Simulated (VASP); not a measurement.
Calculation: TPSS meta-GGA, VASP's PBE PAW potentials (set 64) (plane waves; VASP).

The input files of a VASP run:

**INCAR**
```
! general
SYSTEM  = ZnO
PREC    = Accurate
ENCUT   = 520
LREAL   = .FALSE.
LASPH   = .TRUE.

! electronic loop
EDIFF   = 1E-7
NELM    = 100
ALGO    = Normal
LMAXMIX = 4
LMIXTAU = .TRUE.

! smearing
ISMEAR  = -5

! functional
METAGGA = TPSS

! ions
ISIF    = 2

! output
LWAVE   = .FALSE.
LCHARG  = .FALSE.
LORBIT  = 11
NEDOS   = 601

! other
LEFG    = .TRUE.
```

**KPOINTS_OPT**
```
k-points along high-symmetry lines
6
Line-mode
Reciprocal
  0.000000   0.000000   0.000000 ! GAMMA
 -0.000000   0.500000   0.000000 ! M

 -0.000000   0.500000   0.000000 ! M
 -0.333333   0.666667   0.000000 ! K

 -0.333333   0.666667   0.000000 ! K
  0.000000   0.000000   0.000000 ! GAMMA

  0.000000   0.000000   0.000000 ! GAMMA
  0.000000   0.000000   0.500000 ! A

  0.000000   0.000000   0.500000 ! A
 -0.000000   0.500000   0.500000 ! L

 -0.000000   0.500000   0.500000 ! L
 -0.333333   0.666667   0.500000 ! H

 -0.333333   0.666667   0.500000 ! H
  0.000000   0.000000   0.500000 ! A

 -0.000000   0.500000   0.500000 ! L
 -0.000000   0.500000   0.000000 ! M

 -0.333333   0.666667   0.500000 ! H
 -0.333333   0.666667   0.000000 ! K
```

POSCAR:
```
ZnO
1
    1.6341645681    -2.8304565049     0.0000000000
    1.6341645681     2.8304565049     0.0000000000
    0.0000000000     0.0000000000     5.2378945056
Zn O
2 2
Direct
  0.6666670000   0.3333330000   0.5002892767
  0.3333330000   0.6666670000   0.0002892767
  0.6666670000   0.3333330000   0.8817107233
  0.3333330000   0.6666670000   0.3817107233
```

### KPOINTS
```
Automatic
0
gamma
9 9 5
0 0 0
```

POTCAR, in this order: Zn O (PBE.64 set). Program: vasp_std.

Output

File OSZICAR:
```
       N       E                     dE             d eps       ncg     rms          rms(c)
DAV:   1     0.279058934033E+03    0.27906E+03   -0.18844E+04  1584   0.237E+03
DAV:   2     0.124687760731E+02   -0.26659E+03   -0.25912E+03  1674   0.455E+02
DAV:   3    -0.145067679323E+02   -0.26976E+02   -0.26770E+02  1914   0.155E+02
DAV:   4    -0.150105714874E+02   -0.50380E+00   -0.50342E+00  1722   0.229E+01
DAV:   5    -0.150143605171E+02   -0.37890E-02   -0.37887E-02  1914   0.184E+00    0.163E+01
DAV:   6    -0.427111798154E+02   -0.27697E+02   -0.14551E+02  1602   0.133E+02    0.150E+01
DAV:   7    -0.401876768424E+02    0.25235E+01   -0.27780E+00  2110   0.377E+01    0.110E+01
DAV:   8    -0.389186429320E+02    0.12690E+01   -0.26086E+01  2400   0.760E+01    0.745E+00
DAV:   9    -0.386910522772E+02    0.22759E+00   -0.30407E+00  1896   0.205E+01    0.558E+00
DAV:  10    -0.382431875428E+02    0.44786E+00   -0.16193E+00  2134   0.126E+01    0.125E+00
DAV:  11    -0.382391427215E+02    0.40448E-02   -0.19925E-01  1896   0.650E+00    0.383E-01
DAV:  12    -0.383451087267E+02   -0.10597E+00   -0.86316E-02  1584   0.334E+00    0.120E-01
DAV:  13    -0.383475908966E+02   -0.24822E-02   -0.76334E-03  2484   0.248E+00    0.195E-01
DAV:  14    -0.383480569614E+02   -0.46606E-03   -0.71661E-03  2416   0.177E+00    0.176E-01
DAV:  15    -0.383481601897E+02   -0.10323E-03   -0.15139E-03  1596   0.390E-01    0.115E-01
DAV:  16    -0.383480042236E+02    0.15597E-03   -0.48417E-04  2332   0.238E-01    0.369E-02
DAV:  17    -0.383479721873E+02    0.32036E-04   -0.12488E-04  1928   0.107E-01    0.845E-03
DAV:  18    -0.383479867906E+02   -0.14603E-04   -0.22194E-05  1626   0.565E-02    0.293E-03
DAV:  19    -0.383480049392E+02   -0.18149E-04   -0.10292E-06  1872   0.127E-02    0.203E-03
DAV:  20    -0.383480017497E+02    0.31895E-05   -0.97144E-07  2124   0.145E-02    0.146E-03
DAV:  21    -0.383480031811E+02   -0.14314E-05   -0.26490E-07  1444   0.612E-03    0.534E-04
DAV:  22    -0.383480027632E+02    0.41787E-06   -0.26389E-08   810   0.159E-03    0.281E-04
DAV:  23    -0.383480030503E+02   -0.28706E-06   -0.45161E-09   810   0.141E-03    0.298E-04
DAV:  24    -0.383480029055E+02    0.14478E-06   -0.57486E-09   798   0.816E-04    0.862E-05
DAV:  25    -0.383480030168E+02   -0.11127E-06   -0.27367E-09   810   0.630E-04    0.902E-05
DAV:  26    -0.383480030060E+02    0.10746E-07   -0.35051E-10   798   0.299E-04
   1 F= -.38348003E+02 E0= -.38348003E+02  d E =0.000000E+00
       N       E                     dE             ncg
       N       E                     dE             ncg
```

OUTCAR:
```
------------------------ aborting loop because EDIFF is reached ----------------------------------------
  FORCE on cell =-STRESS in cart. coord.  units (eV):
  Direction    XX          YY          ZZ          XY          YZ          ZX
  --------------------------------------------------------------------------------------
  Total        0.0413866      0.0413867      0.0735939      0.0000000     -0.0000000      0.0000000
  in kB        1.3684588      1.3684592      2.4333997      0.0000000     -0.0000000      0.0000000
  external PRESSURE =       1.7234392 kB  Pullay stress =       0.0000000 kB
  volume of cell :       48.46
      direct lattice vectors                 reciprocal lattice vectors
     1.634164568 -2.830456505  0.000000000     0.305966737 -0.176649950  0.000000000
     1.634164568  2.830456505  0.000000000     0.305966737  0.176649950  0.000000000
     0.000000000  0.000000000  5.237894506     0.000000000  0.000000000  0.190916407
  FREE ENERGIE OF THE ION-ELECTRON SYSTEM (eV)
  ---------------------------------------------------
  free  energy   TOTEN  =       -38.3480030060 eV

  energy  without entropy=      -38.3480030060  energy(sigma->0) =      -38.34800301

 total charge

# of ion       s       p       d       tot
------------------------------------------
    1        0.442   0.473   9.932  10.847
    2        0.442   0.473   9.932  10.847
    3        1.534   3.441   0.000   4.975
    4        1.534   3.441   0.000   4.975
--------------------------------------------------
tot          3.952   7.829  19.863  31.644

 Electric field gradients after diagonalization (V/A^2)
 (convention: |V_zz| > |V_xx| > |V_yy|)
----------------------------------------------------------------------
 ion       V_xx      V_yy      V_zz     asymmetry (V_yy - V_xx)/ V_zz
----------------------------------------------------------------------
   1      -3.104    -3.101     6.205       0.000
   2      -3.104    -3.101     6.205       0.000
   3       1.257     1.247    -2.504       0.004
   4       1.257     1.247    -2.504       0.004
```
(Selected blocks of OUTCAR.)

The compound is ZnO in the wurtzite structure. It was relaxed first.
